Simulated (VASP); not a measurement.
Shape and ions are relaxed at each volume.

```
CELL_PARAMETERS angstrom
      1.12848    -1.95459     0.00000
      1.12848     1.95459     0.00000
      0.00000     0.00000     3.55573
ATOMIC_POSITIONS crystal
  Be 0.33333 0.66667 0.25000
  Be 0.66667 0.33333 0.75000
```

All values below come from MS2 meta-GGA, VASP's PBE PAW potentials (set 64) (plane waves; VASP). Settings: 520 eV cut-off, 18×18×10 Γ-centred mesh, first-order Methfessel-Paxton smearing of 0.10 eV, potentials Be.

Q: Give the energy at these volumes per atom, relative to the lowest: 7.38, 7.61, 7.85, 8.08, 8.32 Å³.

A: 11.9, 2.8, 0.0, 2.7, 10.4 meV/atom. A third-order Birch-Murnaghan fit gives B0 = 126 GPa and B0′ = 3.3.

The compound is Be in the hcp structure. It was relaxed first.
